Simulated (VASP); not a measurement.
Energy against volume of Zr (hcp). These are PBEsol GGA, VASP's PBE PAW potentials (set 64) (plane waves; VASP 6.6.1) values and carry that method's errors. Settings: 520 eV cut-off, 13×13×7 Γ-centred mesh, first-order Methfessel-Paxton smearing of 0.10 eV, potentials Zr_sv.

Shape and ions are relaxed at each volume.

```csv
V (Å³/atom),E (eV/atom)
21.125,-9.05262
21.799,-9.07340
22.473,-9.08031
23.147,-9.07475
```

Fit these four points and predict the energy of the run at 23.822 Å³/atom.

A cubic in V^(−2/3), the third-order Birch-Murnaghan form, passes through the four points with V0 = 22.50 Å³/atom and B0 = 98 GPa, and gives -9.0580 eV/atom there. The run gave -9.0581 eV/atom, -0.1 meV/atom from the fit; all five points give B0 = 98 GPa.

The compound is Zr in the hcp structure. It was relaxed first.
